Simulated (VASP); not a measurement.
Method: vdW-DF2, VASP's PBE PAW potentials (set 64) (plane waves; VASP).

A VASP calculation is set up with these files.

### KPOINTS
```
Automatic mesh
0
Gamma
5 5 5
0 0 0
```

INCAR:
```
! general
SYSTEM  =BaZrO3
PREC    =Accurate
ENCUT   =520
LREAL   =F
LASPH   =T

! electronic loop
EDIFF   =1E-7
NELM    =100   ! most electronic steps
ALGO    =Normal   ! blocked Davidson
LMAXMIX =4   ! l cut-off of mixed one-centre charges

! smearing
ISMEAR  =0
SIGMA   =0.05   ! width (eV)

! functional
GGA     =ML
LUSE_VDW=T
AGGAC   =0.0
ZAB_VDW =-1.8867

! ions
ISIF    =2   ! forces and stress, cell fixed

! output
LWAVE   =F
LCHARG  =F
```

POSCAR:
```
BaZrO3
8.5073340
  0.4999999806   0.0000000000   0.0000000000
  0.0000000000   0.4999999806   0.0000000000
  0.0000000000   0.0000000000   0.4999999806
Ba Zr O
1 1 3
Cartesian
  0.0000000000   0.0000000000   0.0000000000
  0.2499999903   0.2499999903   0.2499999903
  0.2499999903   0.0000000000   0.2499999903
  0.0000000000   0.2499999903   0.2499999903
  0.2499999903   0.2499999903   0.0000000000
```

POTCAR, in this order: Ba_sv Zr_sv O (PBE.64 set). Program: vasp_std.

The run wrote:

**OSZICAR**
```
       N       E                     dE             d eps       ncg     rms          rms(c)
DAV:   1     0.344378895719E+03    0.34438E+03   -0.22475E+04   480   0.163E+03
DAV:   2    -0.215811488914E+02   -0.36596E+03   -0.35932E+03   664   0.396E+02
DAV:   3    -0.419803989198E+02   -0.20399E+02   -0.20385E+02   768   0.940E+01
DAV:   4    -0.424509187646E+02   -0.47052E+00   -0.47042E+00   672   0.112E+01
DAV:   5    -0.424660130380E+02   -0.15094E-01   -0.15094E-01   680   0.128E+00    0.283E+01
DAV:   6    -0.323152645206E+02    0.10151E+02   -0.65803E+01   552   0.516E+01    0.120E+01
DAV:   7    -0.322840574390E+02    0.31207E-01   -0.47923E+00   720   0.132E+01    0.716E+00
DAV:   8    -0.322580033865E+02    0.26054E-01   -0.50160E-01   616   0.594E+00    0.725E-01
DAV:   9    -0.322572654738E+02    0.73791E-03   -0.70630E-02   688   0.157E+00    0.537E-01
DAV:  10    -0.322589663792E+02   -0.17009E-02   -0.19922E-02   648   0.133E+00    0.302E-01
DAV:  11    -0.322583355462E+02    0.63083E-03   -0.39951E-03   624   0.519E-01    0.424E-02
DAV:  12    -0.322583680521E+02   -0.32506E-04   -0.20825E-04   624   0.116E-01    0.297E-02
DAV:  13    -0.322583685018E+02   -0.44967E-06   -0.26722E-05   616   0.430E-02    0.306E-03
DAV:  14    -0.322583689357E+02   -0.43394E-06   -0.24073E-06   712   0.113E-02    0.228E-03
DAV:  15    -0.322583689921E+02   -0.56419E-07   -0.11191E-07   456   0.304E-03
   1 F= -.32258369E+02 E0= -.32258369E+02  d E =-.856700E-12
```

**OUTCAR**
```
------------------------ aborting loop because EDIFF is reached ----------------------------------------
  FORCE on cell =-STRESS in cart. coord.  units (eV):
  Direction    XX          YY          ZZ          XY          YZ          ZX
  --------------------------------------------------------------------------------------
  Total        2.2773490      2.2773490      2.2773490     -0.0000000      0.0000000     -0.0000000
  in kB       47.4077953     47.4077953     47.4077953     -0.0000000      0.0000000     -0.0000000
  external PRESSURE =      47.4077953 kB  Pullay stress =       0.0000000 kB
  volume of cell :       76.96
      direct lattice vectors                 reciprocal lattice vectors
     4.253666835  0.000000000  0.000000000     0.235091284  0.000000000  0.000000000
     0.000000000  4.253666835  0.000000000     0.000000000  0.235091284  0.000000000
     0.000000000  0.000000000  4.253666835     0.000000000  0.000000000  0.235091284
 POSITION                                       TOTAL-FORCE (eV/Angst)
 -----------------------------------------------------------------------------------
      0.00000      0.00000      0.00000         0.000000      0.000000      0.000000
      2.12683      2.12683      2.12683         0.000000      0.000000      0.000000
      2.12683      0.00000      2.12683         0.000000      0.000000      0.000000
      0.00000      2.12683      2.12683         0.000000      0.000000      0.000000
      2.12683      2.12683      0.00000         0.000000      0.000000      0.000000
 -----------------------------------------------------------------------------------
    total drift:                                0.000000     -0.000000     -0.000000
  FREE ENERGIE OF THE ION-ELECTRON SYSTEM (eV)
  ---------------------------------------------------
  free  energy   TOTEN  =       -32.2583689921 eV

  energy  without entropy=      -32.2583689921  energy(sigma->0) =      -32.25836899
```
(Selected blocks of OUTCAR.)

**OUTCAR**
```
 val. band max:        3.3604948646   @ k =   0.4000   0.4000   0.4000

 cond. band min:       6.6901711178   @ k =   0.0000   0.0000   0.0000


 Fermi energy:         3.5921666577

 k-point     1 :       0.0000    0.0000    0.0000
  band No.  band energies     occupation
      1     -44.0869      2.00000
      2     -22.0628      2.00000
      3     -22.0628      2.00000
      4     -22.0628      2.00000
      5     -21.9979      2.00000
      6     -12.7441      2.00000
      7     -12.4371      2.00000
      8     -12.4371      2.00000
      9      -7.0920      2.00000
     10      -7.0920      2.00000
     11      -7.0920      2.00000
     12       1.9888      2.00000
     13       1.9888      2.00000
     14       1.9888      2.00000
     15       2.5546      2.00000
     16       2.5546      2.00000
     17       2.5546      2.00000
     18       3.1922      2.00000
     19       3.1922      2.00000
     20       3.1922      2.00000
     21       6.6902      0.00000
     22       6.6902      0.00000
     23       6.6902      0.00000
     24       8.1696      0.00000

 k-point     2 :       0.2000    0.0000    0.0000
  band No.  band energies     occupation
      1     -44.0860      2.00000
      2     -22.1856      2.00000
      3     -22.0611      2.00000
      4     -22.0611      2.00000
      5     -21.9246      2.00000
      6     -12.7495      2.00000
      7     -12.4297      2.00000
      8     -12.2258      2.00000
      9      -7.0714      2.00000
     10      -7.0714      2.00000
     11      -7.0351      2.00000
     12       1.3846      2.00000
     13       1.8907      2.00000
     14       1.8907      2.00000
     15       2.2554      2.00000
     16       2.2554      2.00000
     17       2.3150      2.00000
     18       2.4602      2.00000
     19       3.0794      2.00000
     20       3.0794      2.00000
     21       6.8075      0.00000
     22       7.4338      0.00000
     23       7.4338      0.00000
     24       8.7139      0.00000
...
```

Unless said otherwise, spin-orbit coupling is left out, though it shifts the bands of the heavy elements here.

The compound is BaZrO3 in the cubic perovskite structure. This cell is one point of a volume scan, at 0.97 of the reference volume.
